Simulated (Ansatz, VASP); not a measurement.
# Cross-check of Zr (Zirconium) between VASP and Ansatz, part 2 of 2

One calculation is typed for both programs; each brings its own data sets. How far apart do they land? The cell is taken from a series of runs on this material, whose earlier steps may have relaxed, scaled, displaced or heated it; both programs get it as it stands.

VASP 6.6.1 and Ansatz 0.2.0.

So far: Set-up; VASP: zone-centre phonons, PBEsol, pair 1; Ansatz: zone-centre phonons, PBEsol, pair 1.

### Step 4. Side by side

Known differences besides the potentials themselves: the cutoff is 420 eV in Ansatz and 500 eV in VASP; Ansatz makes its cores anew for this functional, VASP keeps those of its PBE data sets. Total energies have different zeros and are not compared.

The two programs side by side:

```tsv
quantity	Ansatz	VASP	difference
optical mode 1 to 2 (cm⁻¹)	59.8	60.4	-0.99 %
optical mode 3 (cm⁻¹)	172.7	174.1	-0.84 %
```

Modes are paired by rising frequency, not by their patterns, so a pair may set unlike modes beside each other; they are those without the splitting of longitudinal modes.

### Step 5. VASP: zone-centre phonons, PBEsol, pair 2

Second derivatives magnify differences that forces hide, and they need a tight electronic threshold. The cell compared in this pair holds 44.48 Å³, against 44.03 Å³ for the pair before.

The input, INCAR:

```
SYSTEM = Zr
PREC = Accurate
ENCUT = 500
EDIFF = 1E-08
NELM = 120
ISMEAR = 1
SIGMA = 0.2
LREAL = .FALSE.
ALGO = Normal
GGA = PS
NBANDS = 18
LASPH = .TRUE.
LORBIT = 11
LWAVE = .FALSE.
LCHARG = .FALSE.
ISIF = 2
IBRION = 8
GGA_COMPAT = .FALSE.
KPAR = 2
```

The input, POSCAR:

```
Zr
1.0
    3.1717085972      0.0000000000      0.0000000000
   -1.5858542986      2.7467802186      0.0000000000
    0.0000000000      0.0000000000      5.1050749807
Zr
2
Direct
    0.3333333334      0.6666666668      0.2500000000
    0.6666666668      0.3333333334      0.7500000000
```

The input, KPOINTS:

```
Automatic mesh
0
Gamma
15 15 8
0 0 0
```

Potentials, in the order of the species: Zr_sv (PBE family, release 64).

Command:

```console
> mpirun -np 2 vasp_std
```

Numbers of over 12 decimals in the logs are rounded to 6 here.

What it wrote:

```text
[banner, memory and clock lines left out]
running    2 mpi-ranks, on    1 nodes
[...]
[... a notice as in an earlier step ...]

 LDA part: xc-table for (Slater+PW92), standard interpolation
 POSCAR, INCAR and KPOINTS ok, starting setup
[...]
entering main loop
       N       E                     dE             d eps       ncg     rms          rms(c)
DAV:   1     0.211589286974E+03    0.21159E+03   -0.13233E+04  4860   0.130E+03
DAV:   2    -0.367873288864E+01   -0.21527E+03   -0.21188E+03  5790   0.378E+02
DAV:   3    -0.185847749935E+02   -0.14906E+02   -0.14795E+02  8848   0.727E+01
DAV:   4    -0.189195407699E+02   -0.33477E+00   -0.33447E+00  5700   0.114E+01
[...]
DAV:  13    -0.181596036967E+02    0.23709E-06   -0.38393E-08  4718   0.157E-03    0.787E-04
DAV:  14    -0.181596036509E+02    0.45788E-07   -0.74743E-09  3018   0.102E-03    0.186E-04
DAV:  15    -0.181596036508E+02    0.12597E-09   -0.86165E-10  2850   0.283E-04
   1 F= -.18159604E+02 E0= -.18160263E+02  d E =0.197862E-02
[...]
RMM:  21    -0.626740501765E+00   -0.43780E-07    0.66858E-07 49725   0.507E-04    0.511E-05
RMM:  22    -0.626740459118E+00    0.42647E-07    0.64664E-07 48618   0.464E-04    0.518E-05
RMM:  23    -0.626740397453E+00    0.61665E-07    0.60754E-07 48719   0.428E-04    0.507E-05
 first order change of Fermi-energy   0.18669E-04
 force on displaced ion       1 direction 1 :  -0.659   0.000   0.000
 Linear response progress:
  Degree of freedom:   2/  2
       N       E                     dE             d eps       ncg     rms          rms(c)
RMM:   1    -0.793478203945E+00   -0.79348E+00    0.29609E+00  7572   0.135E+01
RMM:   2    -0.743783475764E+00    0.49695E-01   -0.26091E-01 11172   0.275E+00    0.262E-01
RMM:   3    -0.747139420389E+00   -0.33559E-02   -0.46005E-02 13603   0.985E-01    0.902E-02
RMM:   4    -0.749876226704E+00   -0.27368E-02   -0.61084E-03 15372   0.361E-01    0.319E-02
[...]
RMM:  18    -0.749926419578E+00    0.80976E-07   -0.26017E-06 17212   0.665E-04    0.616E-05
RMM:  19    -0.749926449734E+00   -0.30156E-07   -0.24047E-06 16655   0.567E-04    0.691E-05
RMM:  20    -0.749926407752E+00    0.41983E-07   -0.13984E-06 15806   0.496E-04    0.686E-05
 first order change of Fermi-energy  -0.13352E-03
 force on displaced ion       1 direction 3 :  -0.000  -0.000  -4.763
 Linear response finished
```

From OUTCAR (step 5):

```text
  Total        0.2887161      0.2887161      0.2904937      0.0000000     -0.0000000      0.0000000
  in kB       10.4006919     10.4006919     10.4647283      0.0000000     -0.0000000      0.0000000
  external PRESSURE =      10.4220374 kB  Pullay stress =       0.0000000 kB

 POSITION                                       TOTAL-FORCE (eV/Angst)
 -----------------------------------------------------------------------------------
      0.00000      1.83119      1.27627         0.000000      0.000000      0.000000
      1.58585      0.91559      3.82881         0.000000     -0.000000      0.000000
 -----------------------------------------------------------------------------------
    total drift:                               -0.000000     -0.000000      0.000000

[... 1 part as in an earlier step ...]

[... 1 further part left out ...]
```

### Step 6. Ansatz: zone-centre phonons, PBEsol, pair 2

The same cell, functional, mesh and smearing now go to Ansatz, which takes its cutoff from its data sets.

The cell is taken from a series of runs on this material, whose earlier steps may have relaxed, scaled, displaced or heated it; both programs get it as it stands.

The input, input.yaml:

```yaml
crystal:
  lattice:
    - [3.1717085972, 0.0, 0.0]
    - [-1.5858542986, 2.7467802186, 0.0]
    - [0.0, 0.0, 5.1050749807]
  atoms:
    - { symbol: Zr, position: [0.3333333333, 0.6666666667, 0.25] }
    - { symbol: Zr, position: [0.6666666667, 0.3333333333, 0.75] }
kpoints:
  mp_grid: { grid: [15, 15, 8] }
hamiltonian:
  xc: pbesol
  pseudopotentials: { kind: paw, azcp: { folder: soft_1 }, xc_functional: pbe }
scf:
  occupations: { method: methfessel_paxton, width: 0.2 }
output:
  eigenvalues: true
phonons:
  method: dfpt
```

Command:

```console
> ansatz run input.yaml --threads 4 --pin off --max-ram 10240MiB --backend cpu --events-out ev --progress --plain --runs-dir out
```

What it wrote:

```text
[...]
Crystal: 2 atoms, lattice volume = 44.475 Å³
Basis set: ecut = 420 eV, 857 PW (Γ), exchange–correlation on 48×48×72 points (8 copies of the dense FFT grid, shifted against one another)
Bands: 16, of which v1, the nominal top of the filled ones, is band 12 counted from 1 (11 counted from 0)
Symmetry: 24 space group operations
k-points: 320 of 1800 (irreducible under 4 space group operations, time reversal used)
[...]
k-point 2: bands = [... 8 lower, 9.3818, 11.3713, 15.0798, 15.1584, 15.3180, 15.3180, 15.8601, 15.8601, ... 4 higher]
  k-point 319: bands = [... 8 lower, 12.2375, 12.2375, 13.9229, 13.9229, 14.6492, 14.6492, 16.4952, 16.4952, ... 4 higher]
[...]
ASR residual: 8.598e-6 → 0.000e0 eV/Å²; symmetrization residual: 5.140e-14 eV/Å²
  ASR residual per site (eV/Å²): 8.60e-6 8.60e-6
  Γ frequencies (cm⁻¹): 0.00 0.00 0.00 61.62 61.62 167.93
[...]
[key lines of the parts left out:]
SCF converged after 9 iterations
Free energy (F): -8257.314482 eV
Fermi energy:    14.619648 eV
```

### Step 7. Side by side

The two programs side by side:

```tsv
quantity	Ansatz	VASP	difference
optical mode 1 to 2 (cm⁻¹)	61.6	62.7	-1.71 %
optical mode 3 (cm⁻¹)	167.9	168.5	-0.35 %
```

Modes are paired by rising frequency, not by their patterns, so a pair may set unlike modes beside each other; they are those without the splitting of longitudinal modes.

### Step 8. Results

```json
{"r.m.s. difference of the optical zone-centre modes, each program's sorted by frequency (zone-centre phonons, PBEsol, pair 1)": "0.97 cm⁻¹", "difference in optical mode 1 to 2 (zone-centre phonons, PBEsol, pair 1)": "-1.0 %", "r.m.s. difference of the optical zone-centre modes, each program's sorted by frequency (zone-centre phonons, PBEsol, pair 2)": "0.94 cm⁻¹", "difference in optical mode 1 to 2 (zone-centre phonons, PBEsol, pair 2)": "-1.7 %"}
```

What this shows: The r.m.s. difference of the optical zone-centre modes, each program's sorted by frequency is 0.97 cm⁻¹ (zone-centre phonons, PBEsol, pair 1). Among the rows given in per cent, the largest difference of the zone-centre phonons, PBEsol, pair 1 pair is in optical mode 1 to 2, -1.0 %. Among the rows given in per cent, the largest difference of the zone-centre phonons, PBEsol, pair 2 pair is in optical mode 1 to 2, -1.7 %. How closely two codes agree says nothing of how well the functional describes the real material.

[Lines on the potential files, build, host, timing and source positions are cut from VASP's logs without a mark.]

[Logs are printed without paths, hosts, clocks, repeated set-up lines and the standing remarks that a program may print on its own settings, such as how far it seeks lower states.]

[Hosts, paths, dates, database ids (printed as entryN), source tags and the programs' standing remarks are cut or masked in the printed files.]
